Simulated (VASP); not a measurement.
Consider the following.

```
Al3Sc
1.0
    4.03515     0.00000     0.00000
    0.00000     4.03515     0.00000
    0.00000     0.00000     4.03515
Sc Al
1 3
Direct
  0.00000   0.00000   0.00000
  0.00000   0.50000   0.50000
  0.50000   0.00000   0.50000
  0.50000   0.50000   0.00000
```

Method: revTPSS meta-GGA, VASP's PBE PAW potentials (set 64) (plane waves; VASP 6.6.1). Run with 520 eV cut-off, 8×8×8 Γ-centred mesh, first-order Methfessel-Paxton smearing of 0.10 eV, potentials Sc_sv Al.

Problem. Give the stress tensor in GPa (positive for a compressed cell).

Solution. 
```
3.07  0.00  0.00
0.00  3.07  0.00
0.00  0.00  3.07
```
The pressure is its mean diagonal, 3.07 GPa.

The compound is Al3Sc in the L1_2 structure. This cell is one point of a volume scan, at 0.97 of the reference volume.
